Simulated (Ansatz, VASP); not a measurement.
# SbAs in two plane-wave programs, part 2 of 2

One calculation is typed for both programs; each brings its own data sets. How far apart do they land? The cell is generated by rule, not measured, and may not be a known phase. The cell is taken from a series of runs on this material, whose earlier steps may have relaxed, scaled, displaced or heated it; both programs get it as it stands.

VASP 6.6.1 and Ansatz 0.2.0.

So far: The structure; Ansatz: relaxation of cell and atoms, LDA, pair 1; VASP: relaxation of cell and atoms, LDA, pair 1; Differences.

### 5. VASP: relaxation of cell and atoms, LDA, pair 2

Level of this step: LDA; plane waves and PAW (Sb, As); invented cell (VASP).

The relaxed volume is the usual yardstick between codes: in a stiff, nearly cubic crystal its relative difference is about their pressure difference at one cell divided by the bulk modulus. Its start cell is another than that of the pair before, and may be another structure of the material.

INCAR reads:

```
SYSTEM = SbAs
PREC = Accurate
ENCUT = 500
EDIFF = 1E-07
NELM = 120
ISMEAR = 1
SIGMA = 0.2
LREAL = .FALSE.
ALGO = Normal
GGA = PW92
NBANDS = 16
LORBIT = 11
LWAVE = .FALSE.
LCHARG = .FALSE.
ISIF = 3
IBRION = 2
NSW = 80
EDIFFG = -0.005
LASPH = .TRUE.
GGA_COMPAT = .FALSE.
NELMIN = 4
KPAR = 2
```

POSCAR reads:

```
SbAs
1.0
    4.8262940000      0.0000000000      0.0000000000
   -2.4131470000      4.1796930000      0.0000000000
    0.0000000000      0.0000000000      5.9464400000
Sb As
2 2
Direct
    0.3333333334      0.6666666668      0.2716156221
    0.6666666668      0.3333333334      0.7716156221
    0.6666666668      0.3333333334      0.2190559394
    0.3333333334      0.6666666668      0.7190559394
```

KPOINTS reads:

```
Automatic mesh
0
Gamma
12 12 8
0 0 0
```

The projector-augmented-wave data sets are Sb and As (LDA family, release 64).

The run is started by

```bash
$ mpirun -np 2 vasp_std
```

Numbers of over 12 decimals in the logs are rounded to 6 here.

Log:

```text
[banner, memory and clock lines left out]
running    2 mpi-ranks, on    1 nodes
[...]
[... a notice as in an earlier step ...]

 LDA part: xc-table for (Slater(with rela. corr.)+PW92), standard interpolation
 POSCAR, INCAR and KPOINTS ok, starting setup
[...]
entering main loop
       N       E                     dE             d eps       ncg     rms          rms(c)
DAV:   1     0.935342647636E+02    0.93534E+02   -0.70006E+03  3040   0.968E+02
DAV:   2    -0.124208646916E+02   -0.10596E+03   -0.10250E+03  4152   0.162E+02
DAV:   3    -0.197175610649E+02   -0.72967E+01   -0.72558E+01  4064   0.488E+01
DAV:   4    -0.198071687909E+02   -0.89608E-01   -0.89541E-01  3544   0.632E+00
[...]
DAV:  12    -0.195856951571E+02    0.15482E-05   -0.60683E-06  3672   0.137E-02    0.479E-03
DAV:  13    -0.195856952251E+02   -0.68021E-07   -0.10787E-06  3784   0.514E-03    0.121E-03
DAV:  14    -0.195856952323E+02   -0.72182E-08   -0.25189E-08  2208   0.960E-04
   1 F= -.19585695E+02 E0= -.19586531E+02  d E =-.195857E+02
[... from here on, the cycles between the ionic steps are left out ...]
   2 F= -.19585919E+02 E0= -.19586742E+02  d E =-.223572E-03
   3 F= -.19586016E+02 E0= -.19586843E+02  d E =-.321084E-03
   4 F= -.19586026E+02 E0= -.19586844E+02  d E =-.926767E-05
   5 F= -.19586028E+02 E0= -.19586840E+02  d E =-.117976E-04
   6 F= -.19586034E+02 E0= -.19586851E+02  d E =-.621460E-05
 trial-energy change:   -0.000006  1 .order   -0.000007   -0.000008   -0.000006
 step:   1.9900(harm=  1.9900)  dis= 0.00110  next Energy=   -19.586042 (dE=-0.141E-04)
 reached required accuracy - stopping structural energy minimisation
```

OUTCAR, selected parts (step 5):

```text
  Total       -0.0124016     -0.0124016      0.0043388      0.0000000      0.0000000      0.0000000
  in kB       -0.1651092     -0.1651092      0.0577644      0.0000000      0.0000000      0.0000000
  external PRESSURE =      -0.0908180 kB  Pullay stress =       0.0000000 kB

 POSITION                                       TOTAL-FORCE (eV/Angst)
 -----------------------------------------------------------------------------------
     -0.00000      2.78972      1.61488         0.000000     -0.000000     -0.004254
      2.41597      1.39486      4.59075         0.000000     -0.000000     -0.004254
      2.41597      1.39486      1.30548        -0.000000      0.000000      0.004254
     -0.00000      2.78972      4.28136        -0.000000      0.000000      0.004254
 -----------------------------------------------------------------------------------
    total drift:                                0.000000     -0.000000     -0.000906

  FREE ENERGIE OF THE ION-ELECTRON SYSTEM (eV)
  ---------------------------------------------------
  free  energy   TOTEN  =       -19.5860343289 eV

  energy  without entropy=      -19.5884853939  energy(sigma->0) =      -19.58685135

[... 1 part as in an earlier step ...]

[... 3 further parts left out ...]
[key lines of the parts left out:]
E-fermi :   5.0372
```

The run keeps the 12 symmetry operations of its start, so it cannot find a distortion of lower symmetry.

### 6. Ansatz: relaxation of cell and atoms, LDA, pair 2

The same cell, functional (in two slightly different forms), mesh and smearing now go to Ansatz, which takes its cutoff from its data sets.

The cell is taken from a series of runs on this material, whose earlier steps may have relaxed, scaled, displaced or heated it; both programs get it as it stands.

input.yaml reads:

```yaml
crystal:
  lattice:
    - [4.8262943125, 0.0, 0.0]
    - [-2.4131471563, 4.1796934808, 0.0]
    - [0.0, 0.0, 5.9464401771]
  atoms:
    - { symbol: Sb, position: [0.3333333333, 0.6666666667, 0.271615667] }
    - { symbol: Sb, position: [0.6666666667, 0.3333333333, 0.771615667] }
    - { symbol: As, position: [0.6666666667, 0.3333333333, 0.2190559842] }
    - { symbol: As, position: [0.3333333333, 0.6666666667, 0.7190559842] }
kpoints:
  mp_grid: { grid: [12, 12, 8] }
hamiltonian:
  xc: lda
scf:
  occupations: { method: methfessel_paxton, width: 0.2 }
output:
  forces: true
  stress: true
  eigenvalues: true
relax:
  adjacent_minimum: "off"
  f_tol: 0.001
  max_steps: 60
  cell: { stress_tol: 0.01 }
```

The run is started by

```bash
$ ansatz run input.yaml --threads 4 --pin off --max-ram 7168MiB --backend cpu --events-out ev --progress --plain --runs-dir out
```

Log:

```text
[...]
Crystal: 4 atoms, lattice volume = 119.954 Å³
Basis set: ecut = 420 eV, 2287 PW (Γ)
Bands: 36, of which v1, the nominal top of the filled ones, is band 30 counted from 1 (29 counted from 0)
Symmetry: 12 space group operations
[...]
k-points: 95 of 1152 (time reversal used)
[...]
cell:  # Å, volume = 119.9839 Å³
    - [4.825391, 2.886230025000904e-11, 3.349602554674142e-19]
    - [-2.412696, 4.178911, -1.6554086632435732e-19]
    - [4.1270195969524555e-19, 0, 5.950140]
  atoms:
    - { symbol: Sb, position: [0.333333, 0.666667, 0.271874] }
    - { symbol: Sb, position: [0.666667, 0.333333, 0.771874] }
    - { symbol: As, position: [0.666667, 0.333333, 0.218798] }
    - { symbol: As, position: [0.333333, 0.666667, 0.718798] }
[key lines of the parts left out:]
SCF converged after 6 iterations
Free energy (F): -22218.165932 eV
Fermi energy:    8.173923 eV
P = ⅓ Tr σ = 0.0000 GPa (0.000 kbar)
```

### 7. Side by side

What differs besides the data sets and the points named for the pairs above, as far as they apply: the data sets hold 60 valence electrons in Ansatz (on its default PAW (the set named soft_2) files) and 20 in VASP. Total energies have different zeros and are not compared.

Both answers:

| quantity | Ansatz | VASP | difference |
| --- | --- | --- | --- |
| volume (Å³) | 119.98 | 120.34 | -0.30 % |
| edge a after relaxation, in the typed setting (Å) | 4.825 | 4.832 | -0.13 % |
| edge c after relaxation, in the typed setting (Å) | 5.950 | 5.952 | -0.03 % |

### 8. VASP: relaxation of cell and atoms, LDA, pair 3

The relaxed volume is the usual yardstick between codes: in a stiff, nearly cubic crystal its relative difference is about their pressure difference at one cell divided by the bulk modulus. Its start cell is another than that of the pair before, and may be another structure of the material.

Edit INCAR of step 5 so:

```diff
@@ -5,4 +5,4 @@
 NELM = 120
-ISMEAR = 1
-SIGMA = 0.2
+ISMEAR = 0
+SIGMA = 0.1
 LREAL = .FALSE.
```

POSCAR reads:

```
SbAs
1.0
    4.5414390000      0.0000000000      0.0000000000
   -2.2707190000      3.9330010000      0.0000000000
    0.0000000000      0.0000000000      6.5550000000
Sb As
2 2
Direct
    0.3333333136      0.6666665933      0.2500000000
    0.6666666470      0.3333332599      0.7500000000
    0.6666666470      0.3333332599      0.2500000000
    0.3333333136      0.6666665933      0.7500000000
```

KPOINTS reads:

```
Automatic mesh
0
Gamma
12 12 6
0 0 0
```

The run is started by

```bash
$ mpirun -np 2 vasp_std
```

Log:

```text
[... set-up lines as in an earlier step ...]
 entering main loop
       N       E                     dE             d eps       ncg     rms          rms(c)
DAV:   1     0.920642328794E+02    0.92064E+02   -0.70326E+03  2432   0.970E+02
DAV:   2    -0.117798335751E+02   -0.10384E+03   -0.10013E+03  3280   0.161E+02
DAV:   3    -0.188968375374E+02   -0.71170E+01   -0.70743E+01  3280   0.481E+01
DAV:   4    -0.189811658030E+02   -0.84328E-01   -0.84257E-01  2800   0.613E+00
[...]
DAV:  12    -0.187437668208E+02    0.16602E-05   -0.60473E-06  2944   0.142E-02    0.634E-03
DAV:  13    -0.187437667501E+02    0.70723E-07   -0.13757E-06  3072   0.539E-03    0.677E-04
DAV:  14    -0.187437667598E+02   -0.97192E-08   -0.42661E-08  1736   0.121E-03
   1 F= -.18743767E+02 E0= -.18738846E+02  d E =-.187438E+02
[... from here on, the cycles between the ionic steps are left out ...]
   2 F= -.19377069E+02 E0= -.19369778E+02  d E =-.633302E+00
   3 F= -.19377545E+02 E0= -.19370221E+02  d E =-.633778E+00
   4 F= -.19511270E+02 E0= -.19507217E+02  d E =-.133726E+00
   5 F= -.19513666E+02 E0= -.19509472E+02  d E =-.136121E+00
   6 F= -.19516197E+02 E0= -.19512286E+02  d E =-.253128E-02
   7 F= -.19516854E+02 E0= -.19512865E+02  d E =-.318847E-02
   8 F= -.19516978E+02 E0= -.19513050E+02  d E =-.123376E-03
   9 F= -.19516985E+02 E0= -.19513047E+02  d E =-.130862E-03
[...]
reached required accuracy - stopping structural energy minimisation
```

From OUTCAR (step 8):

```text
  Total        0.0033955      0.0033955     -0.0000650      0.0000000     -0.0000000     -0.0000000
  in kB        0.0468117      0.0468117     -0.0008968      0.0000000     -0.0000000     -0.0000000
  external PRESSURE =       0.0309089 kB  Pullay stress =       0.0000000 kB

 POSITION                                       TOTAL-FORCE (eV/Angst)
 -----------------------------------------------------------------------------------
      0.00000      2.78235      1.44455        -0.000000      0.000000     -0.000000
      2.40958      1.39117      4.33364         0.000000     -0.000000      0.000000
      2.40958      1.39117      1.44455        -0.000000      0.000000      0.000000
      0.00000      2.78235      4.33364         0.000000     -0.000000      0.000000
 -----------------------------------------------------------------------------------
    total drift:                               -0.000059      0.000228     -0.000002

  FREE ENERGIE OF THE ION-ELECTRON SYSTEM (eV)
  ---------------------------------------------------
  free  energy   TOTEN  =       -19.5169852147 eV

  energy  without entropy=      -19.5091080883  energy(sigma->0) =      -19.51304665

[... 2 parts as in an earlier step ...]

[... 2 further parts left out ...]
[key lines of the parts left out:]
E-fermi :   5.3035
```

### 9. Ansatz: relaxation of cell and atoms, LDA, pair 3

The same cell, functional (in two slightly different forms), mesh and smearing now go to Ansatz, which takes its cutoff from its data sets.

The cell is taken from a series of runs on this material, whose earlier steps may have relaxed, scaled, displaced or heated it; both programs get it as it stands.

input.yaml reads:

```yaml
crystal:
  lattice:
    - [4.54144, 0.0, 0.0]
    - [-2.27072, 3.933, 0.0]
    - [0.0, 0.0, 6.555]
  atoms:
    - { symbol: Sb, position: [0.333333, 0.666667, 0.25] }
    - { symbol: Sb, position: [0.666667, 0.333333, 0.75] }
    - { symbol: As, position: [0.666667, 0.333333, 0.25] }
    - { symbol: As, position: [0.333333, 0.666667, 0.75] }
kpoints:
  mp_grid: { grid: [12, 12, 6] }
hamiltonian:
  xc: lda
scf:
  occupations: { method: gaussian, width: 0.1 }
output:
  forces: true
  stress: true
  eigenvalues: true
relax:
  adjacent_minimum: "off"
  f_tol: 0.005
  max_steps: 80
  cell: { stress_tol: 0.05 }
```

The run is started by

```bash
$ ansatz run input.yaml --threads 4 --pin off --max-ram 7168MiB --backend cpu --events-out ev --progress --plain --runs-dir out
```

Log:

```text
[...]
--- Relaxed structure (7 steps of the walk, 7 accepted, 1 SCFs on fresh bases) ---
[...]
cell:  # Å, volume = 115.8525 Å³
    - [4.813207, 0, 0.0]
    - [-2.406604, 4.168360, 0.0]
    - [0.0, 0.0, 5.774386]
  atoms:
    - { symbol: Sb, position: [0.333333, 0.666667, 0.25] }
    - { symbol: Sb, position: [0.666667, 0.333333, 0.750000] }
    - { symbol: As, position: [0.666667, 0.333333, 0.25] }
    - { symbol: As, position: [0.333333, 0.666667, 0.750000] }
[key lines of the parts left out:]
SCF converged after 6 iterations
Free energy (F): -22218.088403 eV
Fermi energy:    8.552724 eV
P = ⅓ Tr σ = -0.0013 GPa (-0.013 kbar)
```

### 10. Comparison

What differs besides the data sets and the points named for the pairs above, as far as they apply: the data sets hold 60 valence electrons in Ansatz (on its default PAW (the set named soft_2) files) and 20 in VASP. Total energies have different zeros and are not compared.

Compared:

| quantity | Ansatz | VASP | difference |
| --- | --- | --- | --- |
| volume (Å³) | 115.85 | 116.22 | -0.31 % |
| edge a after relaxation, in the typed setting (Å) | 4.813 | 4.819 | -0.12 % |
| edge c after relaxation, in the typed setting (Å) | 5.774 | 5.778 | -0.07 % |

### 11. Outcome

* difference in volume (relaxation of cell and atoms, LDA, pair 1): -0.32 %
* difference in volume (relaxation of cell and atoms, LDA, pair 2): -0.30 %
* difference in volume (relaxation of cell and atoms, LDA, pair 3): -0.31 %

The difference in volume is -0.32 % (relaxation of cell and atoms, LDA, pair 1), within the 1.2 % picked in this series as the mark of a large difference, as far as the stopping tolerances let one tell. The data sets hold unlike numbers of valence electrons (60 in Ansatz and 20 in VASP), so part of the differences may come from the potentials. 1 further pair of this series is not shown here. Such differences can come from data sets, numerical settings and the points named under the comparisons, not from the functional's error against experiment.

[Lines on the potential files, build, host, timing and source positions are cut from VASP's logs without a mark.]

[Logs are printed without paths, hosts, clocks, repeated set-up lines and the standing remarks that a program may print on its own settings, such as how far it seeks lower states.]

[Hosts, paths, dates, database ids (printed as entryN), source tags and the programs' standing remarks are cut or masked in the printed files.]
